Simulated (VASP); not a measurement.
Given:

```
CELL_PARAMETERS angstrom
      4.72350     0.00000     0.00000
      0.00000     4.72350     0.00000
      0.00000     0.00000     3.14565
ATOMIC_POSITIONS crystal
  Zn 0.00000 0.00000 0.00000
  Zn 0.50000 0.50000 0.50000
  F  0.30300 0.30300 0.00000
  F  0.80300 0.19700 0.50000
  F  0.19700 0.80300 0.50000
  F  0.69700 0.69700 0.00000
```

Level of theory: PBE GGA, VASP's PBE PAW potentials (set 64) (plane waves; VASP). Run with 400 eV cut-off, 5×5×7 Γ-centred mesh, Fermi-Dirac smearing of 0.050 eV, potentials Zn F.

At this cut-off the stress carries a Pulay error, which pulls relaxed volumes low.

Question: Give the stress tensor in GPa (positive for a compressed cell).

Answer: 
```
-5.72   0.00   0.00
 0.00  -5.72   0.00
 0.00   0.00  -4.87
```
The pressure is its mean diagonal, -5.44 GPa.

The structure is a typed ZnF2 crystal (P4_2/mnm). The cell was not relaxed at this level.
